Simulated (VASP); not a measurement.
```
CELL_PARAMETERS angstrom
      3.98972     0.00000     0.00000
      0.00000     3.98972     0.00000
      0.00000     0.00000     5.03190
ATOMIC_POSITIONS crystal
  Pb 0.50000 0.00000 0.76430
  Pb 0.00000 0.50000 0.23570
  O  0.50000 0.50000 0.00000
  O  0.00000 0.00000 0.00000
```

Computed with PBEsol GGA, VASP's PBE PAW potentials (set 64) (plane waves; VASP). Settings: 600 eV cut-off, 6×6×4 Γ-centred mesh, Gaussian smearing of 0.050 eV, potentials Pb_d O.

Without a dispersion term in the relaxation, distances and binding between the weakly bound layers, chains or molecules are unreliable, and so is what depends on them. Unless said otherwise, spin-orbit coupling is left out, though it shifts the bands of the heavy elements here.

Each row applies one change to this cell, which was relaxed at other settings and keeps the small stress of the first row; at a fixed cut-off the stress holds a Pulay part, so it need not integrate to ΔE exactly. Stress is in GPa, positive when the cell is compressed; gaps are those on the k-mesh, and 0.00 means metallic.

| change | ΔE (meV/atom) | σxx | σyy | σzz | largest shear component, with its sign (GPa) | largest force (eV/Å) | gap (eV) |
|---|---|---|---|---|---|---|---|
| none | 0.0 | -0.03 | -0.03 | 0.00 | 0.00 | 0.016 | 1.21 |
| atom 1 (Pb) moved by -0.050 Å along z | 3.9 | -1.08 | -1.08 | -1.76 | 0.00 | 0.610 | 1.08 |
| shear strain γ_yz = +1.0 % | 0.3 | -0.02 | -0.01 | 0.00 | -0.41 | 0.063 | 1.21 |
| atom 3 (O) moved by -0.150 Å along z | 21.0 | -1.83 | 2.73 | -0.02 | 0.00 | 1.114 | 1.15 |
| biaxial strain of +1.5 % in the xy plane | ? | ? | ? | ? | ? | ? | ? |
| uniaxial strain of +2.0 % along y | 2.8 | -1.28 | -2.50 | -1.15 | 0.00 | 0.228 | 1.24 |
| shear strain γ_xy = +1.5 % with the ions relaxed | 0.8 | 0.02 | 0.02 | 0.05 | -0.88 | 0.003 | 1.20 |
| atom 4 (O) moved by -0.050 Å along y | ? | ? | ? | ? | ? | ? | ? |

Problem. What belongs in the gaps?

Solution. 
- atom 4 (O) moved by -0.050 Å along y, ΔE (meV/atom): 2.1
- atom 4 (O) moved by -0.050 Å along y, σxx: 0.00
- atom 4 (O) moved by -0.050 Å along y, σyy: 0.09
- atom 4 (O) moved by -0.050 Å along y, σzz: 0.03
- atom 4 (O) moved by -0.050 Å along y, largest shear component, with its sign (GPa): -0.38
- atom 4 (O) moved by -0.050 Å along y, largest force (eV/Å): 0.334
- atom 4 (O) moved by -0.050 Å along y, gap (eV): 1.20
- biaxial strain of +1.5 % in the xy plane, ΔE (meV/atom): 4.9
- biaxial strain of +1.5 % in the xy plane, σxx: -2.81
- biaxial strain of +1.5 % in the xy plane, σyy: -2.81
- biaxial strain of +1.5 % in the xy plane, σzz: -1.73
- biaxial strain of +1.5 % in the xy plane, largest shear component, with its sign (GPa): 0.00
- biaxial strain of +1.5 % in the xy plane, largest force (eV/Å): 0.340
- biaxial strain of +1.5 % in the xy plane, gap (eV): 1.28

Failed runs are left out, and for metals the shear rows, which the mesh's noise covers.

The compound is PbO in the litharge structure.
